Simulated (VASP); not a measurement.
All values below come from revTPSS meta-GGA, VASP's PBE PAW potentials (set 64) (plane waves; VASP).

The input files of a VASP run:

**INCAR**
```
SYSTEM = Be
PREC = Accurate
ENCUT = 520
EDIFF = 1E-6
NELM = 100
ALGO = Normal
LREAL = .FALSE.
LASPH = .TRUE.
ISMEAR = 1
SIGMA = 0.1
METAGGA = RTPSS
LMIXTAU = .TRUE.
LWAVE = .FALSE.
LCHARG = .FALSE.
IBRION = 2
ISIF = 3
NSW = 60
EDIFFG = -0.01
```

### KPOINTS
```
Automatic
0
G
  17 17 9
0 0 0
```

### POSCAR
```
Be
1
    1.1314153431    -1.9596686902    -0.0000000000
    1.1314153431     1.9596686902     0.0000000000
    0.0000000000     0.0000000000     3.5535229022
Be
2
Direct
  0.3333330000   0.6666670000   0.2500000000
  0.6666670000   0.3333330000   0.7500000000
```

POTCAR, in this order: Be (PBE.64 set). Program: vasp_std.

The run wrote:

OSZICAR:
```
...
DAV:  12    -0.921367366296E+01    0.24723E-02   -0.37721E-02  3570   0.206E+01    0.320E-02
DAV:  13    -0.958954387049E+01   -0.37587E+00   -0.36342E+00  1980   0.331E+01    0.959E-02
DAV:  14    -0.921585003688E+01    0.37369E+00   -0.13023E+02  1980   0.119E+03    0.121E-02
DAV:  15    -0.958989903162E+01   -0.37405E+00   -0.36214E+00  1980   0.327E+01    0.739E-02
DAV:  16    -0.921567429781E+01    0.37422E+00   -0.13329E+02  1980   0.122E+03    0.143E-02
DAV:  17    -0.958982527420E+01   -0.37415E+00   -0.36234E+00  1980   0.327E+01    0.760E-02
DAV:  18    -0.921135117987E+01    0.37847E+00   -0.13353E+02  1980   0.122E+03    0.128E-02
DAV:  19    -0.958978907228E+01   -0.37844E+00   -0.36307E+00  1980   0.328E+01    0.763E-02
DAV:  20    -0.921492568662E+01    0.37486E+00   -0.13181E+02  1980   0.121E+03    0.123E-02
DAV:  21    -0.958977450719E+01   -0.37485E+00   -0.36209E+00  1980   0.327E+01    0.760E-02
DAV:  22    -0.921443570254E+01    0.37534E+00   -0.13301E+02  1980   0.122E+03    0.124E-02
DAV:  23    -0.958981022934E+01   -0.37537E+00   -0.36226E+00  1980   0.327E+01    0.755E-02
DAV:  24    -0.921432649372E+01    0.37548E+00   -0.13459E+02  1980   0.123E+03    0.128E-02
DAV:  25    -0.958985347012E+01   -0.37553E+00   -0.36248E+00  1980   0.328E+01    0.749E-02
DAV:  26    -0.921420165369E+01    0.37565E+00   -0.13619E+02  1980   0.125E+03    0.133E-02
DAV:  27    -0.958988928720E+01   -0.37569E+00   -0.36270E+00  1980   0.328E+01    0.742E-02
DAV:  28    -0.921407359305E+01    0.37582E+00   -0.13780E+02  1980   0.126E+03    0.138E-02
DAV:  29    -0.958991530684E+01   -0.37584E+00   -0.36290E+00  1980   0.328E+01    0.735E-02
DAV:  30    -0.921347192373E+01    0.37644E+00   -0.13948E+02  1980   0.128E+03    0.145E-02
DAV:  31    -0.958993363434E+01   -0.37646E+00   -0.36311E+00  1980   0.328E+01    0.727E-02
DAV:  32    -0.921295070531E+01    0.37698E+00   -0.14121E+02  1980   0.130E+03    0.152E-02
DAV:  33    -0.958995184043E+01   -0.37700E+00   -0.36330E+00  1980   0.328E+01    0.719E-02
DAV:  34    -0.921282029472E+01    0.37713E+00   -0.14298E+02  1980   0.131E+03    0.158E-02
DAV:  35    -0.958997142845E+01   -0.37715E+00   -0.36349E+00  1980   0.328E+01    0.711E-02
DAV:  36    -0.921267417934E+01    0.37730E+00   -0.14482E+02  1980   0.133E+03    0.164E-02
DAV:  37    -0.958999191098E+01   -0.37732E+00   -0.36370E+00  1980   0.328E+01    0.704E-02
DAV:  38    -0.921253007950E+01    0.37746E+00   -0.14668E+02  1980   0.135E+03    0.171E-02
DAV:  39    -0.959001228607E+01   -0.37748E+00   -0.36390E+00  1980   0.329E+01    0.696E-02
DAV:  40    -0.959022409334E+01   -0.21181E-03   -0.22366E-03  2982   0.509E-01    0.682E-02
DAV:  41    -0.921331073019E+01    0.37691E+00   -0.13659E+02  1980   0.125E+03    0.185E-02
DAV:  42    -0.959002340816E+01   -0.37671E+00   -0.36284E+00  1980   0.327E+01    0.683E-02
DAV:  43    -0.959024784752E+01   -0.22444E-03   -0.20745E-03  2382   0.484E-01    0.677E-02
DAV:  44    -0.921328170662E+01    0.37697E+00   -0.13704E+02  1980   0.126E+03    0.189E-02
DAV:  45    -0.959004198315E+01   -0.37676E+00   -0.36290E+00  1980   0.327E+01    0.681E-02
DAV:  46    -0.959026742308E+01   -0.22544E-03   -0.20742E-03  2406   0.485E-01    0.676E-02
DAV:  47    -0.921324823932E+01    0.37702E+00   -0.13756E+02  1980   0.126E+03    0.191E-02
DAV:  48    -0.959005296944E+01   -0.37680E+00   -0.36295E+00  1980   0.327E+01    0.679E-02
DAV:  49    -0.959027730237E+01   -0.22433E-03   -0.20757E-03  2322   0.485E-01    0.674E-02
DAV:  50    -0.921322046050E+01    0.37706E+00   -0.13795E+02  1980   0.127E+03    0.194E-02
DAV:  51    -0.959005875346E+01   -0.37684E+00   -0.36299E+00  1980   0.327E+01    0.678E-02
DAV:  52    -0.959028541097E+01   -0.22666E-03   -0.20766E-03  2388   0.485E-01    0.673E-02
DAV:  53    -0.921320778087E+01    0.37708E+00   -0.13815E+02  1980   0.127E+03    0.195E-02
DAV:  54    -0.959006117041E+01   -0.37685E+00   -0.36301E+00  1980   0.327E+01    0.677E-02
DAV:  55    -0.959028787906E+01   -0.22671E-03   -0.20769E-03  2334   0.485E-01    0.673E-02
DAV:  56    -0.921324274494E+01    0.37705E+00   -0.13772E+02  1980   0.126E+03    0.194E-02
DAV:  57    -0.959005842393E+01   -0.37682E+00   -0.36295E+00  1980   0.327E+01    0.681E-02
DAV:  58    -0.959026423380E+01   -0.20581E-03   -0.20758E-03  2370   0.485E-01    0.679E-02
DAV:  59    -0.921334822443E+01    0.37692E+00   -0.13643E+02  1980   0.125E+03    0.189E-02
DAV:  60    -0.959004449903E+01   -0.37670E+00   -0.36280E+00  1980   0.327E+01    0.686E-02
DAV:  61    -0.959022643109E+01   -0.18193E-03   -0.20737E-03  2334   0.484E-01    0.685E-02
DAV:  62    -0.921344853759E+01    0.37678E+00   -0.13520E+02  1980   0.124E+03    0.184E-02
DAV:  63    -0.959003107924E+01   -0.37658E+00   -0.36266E+00  1980   0.327E+01    0.692E-02
DAV:  64    -0.959019018661E+01   -0.15911E-03   -0.20717E-03  2370   0.483E-01    0.690E-02
DAV:  65    -0.921352330493E+01    0.37667E+00   -0.13425E+02  1980   0.123E+03    0.181E-02
DAV:  66    -0.959001828054E+01   -0.37649E+00   -0.36255E+00  1980   0.327E+01    0.697E-02
DAV:  67    -0.921270145183E+01    0.37732E+00   -0.14450E+02  1980   0.133E+03    0.170E-02
DAV:  68    -0.958995983568E+01   -0.37726E+00   -0.36360E+00  1980   0.328E+01    0.705E-02
DAV:  69    -0.921277682543E+01    0.37718E+00   -0.14367E+02  1980   0.132E+03    0.164E-02
DAV:  70    -0.958994628924E+01   -0.37717E+00   -0.36349E+00  1980   0.328E+01    0.710E-02
DAV:  71    -0.921286394882E+01    0.37708E+00   -0.14257E+02  1980   0.131E+03    0.160E-02
DAV:  72    -0.958994081147E+01   -0.37708E+00   -0.36338E+00  1980   0.328E+01    0.714E-02
DAV:  73    -0.921292749292E+01    0.37701E+00   -0.14176E+02  1980   0.130E+03    0.157E-02
DAV:  74    -0.958993710119E+01   -0.37701E+00   -0.36330E+00  1980   0.328E+01    0.717E-02
DAV:  75    -0.921297746974E+01    0.37696E+00   -0.14114E+02  1980   0.130E+03    0.154E-02
DAV:  76    -0.958993479075E+01   -0.37696E+00   -0.36323E+00  1980   0.328E+01    0.719E-02
DAV:  77    -0.921302634837E+01    0.37691E+00   -0.14056E+02  1980   0.129E+03    0.152E-02
DAV:  78    -0.958993459638E+01   -0.37691E+00   -0.36318E+00  1980   0.328E+01    0.721E-02
DAV:  79    -0.921305103872E+01    0.37688E+00   -0.14019E+02  1980   0.129E+03    0.150E-02
DAV:  80    -0.958993180904E+01   -0.37688E+00   -0.36314E+00  1980   0.328E+01    0.723E-02
DAV:  81    -0.921302375935E+01    0.37691E+00   -0.14059E+02  1980   0.129E+03    0.151E-02
DAV:  82    -0.958994491720E+01   -0.37692E+00   -0.36320E+00  1980   0.328E+01    0.719E-02
DAV:  83    -0.921298162479E+01    0.37696E+00   -0.14113E+02  1980   0.130E+03    0.153E-02
DAV:  84    -0.958994798023E+01   -0.37697E+00   -0.36325E+00  1980   0.328E+01    0.718E-02
DAV:  85    -0.921295846112E+01    0.37699E+00   -0.14143E+02  1980   0.130E+03    0.154E-02
DAV:  86    -0.958994956800E+01   -0.37699E+00   -0.36328E+00  1980   0.328E+01    0.717E-02
DAV:  87    -0.921294292203E+01    0.37701E+00   -0.14163E+02  1980   0.130E+03    0.155E-02
DAV:  88    -0.958995048105E+01   -0.37701E+00   -0.36330E+00  1980   0.328E+01    0.716E-02
DAV:  89    -0.921293127589E+01    0.37702E+00   -0.14178E+02  1980   0.130E+03    0.156E-02
DAV:  90    -0.958995120132E+01   -0.37702E+00   -0.36331E+00  1980   0.328E+01    0.715E-02
DAV:  91    -0.921292039446E+01    0.37703E+00   -0.14192E+02  1980   0.130E+03    0.156E-02
DAV:  92    -0.958995208096E+01   -0.37703E+00   -0.36333E+00  1980   0.328E+01    0.715E-02
DAV:  93    -0.921290903483E+01    0.37704E+00   -0.14207E+02  1980   0.131E+03    0.157E-02
DAV:  94    -0.958995297151E+01   -0.37704E+00   -0.36334E+00  1980   0.328E+01    0.714E-02
DAV:  95    -0.921289903609E+01    0.37705E+00   -0.14220E+02  1980   0.131E+03    0.158E-02
DAV:  96    -0.958995416566E+01   -0.37706E+00   -0.36336E+00  1980   0.328E+01    0.713E-02
DAV:  97    -0.921289002104E+01    0.37706E+00   -0.14231E+02  1980   0.131E+03    0.158E-02
DAV:  98    -0.958995478879E+01   -0.37706E+00   -0.36337E+00  1980   0.328E+01    0.713E-02
DAV:  99    -0.921288245661E+01    0.37707E+00   -0.14241E+02  1980   0.131E+03    0.159E-02
DAV: 100    -0.958995548314E+01   -0.37707E+00   -0.36338E+00  1980   0.328E+01
   1 F= -.95899555E+01 E0= -.95900409E+01  d E =-.958996E+01
```

### OUTCAR
```
------------------------ aborting loop EDIFF was not reached (unconverged)  ----------------------------
  FORCE on cell =-STRESS in cart. coord.  units (eV):
  Direction    XX          YY          ZZ          XY          YZ          ZX
  --------------------------------------------------------------------------------------
  Total        0.0018307      0.0018307      0.0007322      0.0000000     -0.0000000      0.0000000
  in kB        0.1861335      0.1861334      0.0744458      0.0000000     -0.0000000      0.0000000
  external PRESSURE =       0.1489042 kB  Pullay stress =       0.0000000 kB
  volume of cell :       15.76
      direct lattice vectors                 reciprocal lattice vectors
     1.131415343 -1.959668690  0.000000000     0.441924359 -0.255145169  0.000000000
     1.131415343  1.959668690  0.000000000     0.441924359  0.255145169  0.000000000
     0.000000000  0.000000000  3.553522902     0.000000000  0.000000000  0.281410878
 POSITION                                       TOTAL-FORCE (eV/Angst)
 -----------------------------------------------------------------------------------
      1.13142      0.65322      0.88838        -0.000000     -0.000000      0.000000
      1.13142     -0.65322      2.66514         0.000000      0.000000      0.000000
 -----------------------------------------------------------------------------------
    total drift:                               -0.000000     -0.000003      0.000005
  FREE ENERGIE OF THE ION-ELECTRON SYSTEM (eV)
  ---------------------------------------------------
  free  energy   TOTEN  =        -9.5899554831 eV

  energy  without entropy=       -9.5902118302  energy(sigma->0) =       -9.59004093

 reached required accuracy - stopping structural energy minimisation
```
(Selected blocks of OUTCAR.)

### stdout
```
...
DAV:  85    -0.921295846112E+01    0.37699E+00   -0.14143E+02  1980   0.130E+03    0.154E-02
DAV:  86    -0.958994956800E+01   -0.37699E+00   -0.36328E+00  1980   0.328E+01    0.717E-02
DAV:  87    -0.921294292203E+01    0.37701E+00   -0.14163E+02  1980   0.130E+03    0.155E-02
DAV:  88    -0.958995048105E+01   -0.37701E+00   -0.36330E+00  1980   0.328E+01    0.716E-02
DAV:  89    -0.921293127589E+01    0.37702E+00   -0.14178E+02  1980   0.130E+03    0.156E-02
DAV:  90    -0.958995120132E+01   -0.37702E+00   -0.36331E+00  1980   0.328E+01    0.715E-02
DAV:  91    -0.921292039446E+01    0.37703E+00   -0.14192E+02  1980   0.130E+03    0.156E-02
DAV:  92    -0.958995208096E+01   -0.37703E+00   -0.36333E+00  1980   0.328E+01    0.715E-02
DAV:  93    -0.921290903483E+01    0.37704E+00   -0.14207E+02  1980   0.131E+03    0.157E-02
DAV:  94    -0.958995297151E+01   -0.37704E+00   -0.36334E+00  1980   0.328E+01    0.714E-02
DAV:  95    -0.921289903609E+01    0.37705E+00   -0.14220E+02  1980   0.131E+03    0.158E-02
DAV:  96    -0.958995416566E+01   -0.37706E+00   -0.36336E+00  1980   0.328E+01    0.713E-02
DAV:  97    -0.921289002104E+01    0.37706E+00   -0.14231E+02  1980   0.131E+03    0.158E-02
DAV:  98    -0.958995478879E+01   -0.37706E+00   -0.36337E+00  1980   0.328E+01    0.713E-02
DAV:  99    -0.921288245661E+01    0.37707E+00   -0.14241E+02  1980   0.131E+03    0.159E-02
DAV: 100    -0.958995548314E+01   -0.37707E+00   -0.36338E+00  1980   0.328E+01

 -----------------------------------------------------------------------------
|                                                                             |
|           W    W    AA    RRRRR   N    N  II  N    N   GGGG   !!!           |
|           W    W   A  A   R    R  NN   N  II  NN   N  G    G  !!!           |
|           W    W  A    A  R    R  N N  N  II  N N  N  G       !!!           |
|           W WW W  AAAAAA  RRRRR   N  N N  II  N  N N  G  GGG   !            |
|           WW  WW  A    A  R   R   N   NN  II  N   NN  G    G                |
|           W    W  A    A  R    R  N    N  II  N    N   GGGG   !!!           |
|                                                                             |
|     The electronic self-consistency was not achieved in the given           |
|     number of steps (NELM). The forces and other quantities evaluated       |
|     might not be reliable so examine the results carefully. If you find     |
|     spurious results, we suggest increasing NELM, if you were close to      |
|     convergence or switching to a different ALGO or adjusting the           |
|     density mixing parameters otherwise.                                    |
|                                                                             |
 -----------------------------------------------------------------------------

   1 F= -.95899555E+01 E0= -.95900409E+01  d E =-.958996E+01
 curvature:   0.00 expect dE= 0.000E+00 dE for cont linesearch  0.000E+00
 trial: gam= 0.00000 g(F)=  0.320E-45 g(S)=  0.175E-06 ort = 0.000E+00 (trialstep = 0.100E+01)
 search vector abs. value=  0.175E-06
 reached required accuracy - stopping structural energy minimisation
```

Convergence was not reached.

The run did not end as a converged relaxation.

The compound is Be in the hcp structure. It was relaxed first. The start is the result of an earlier pass.
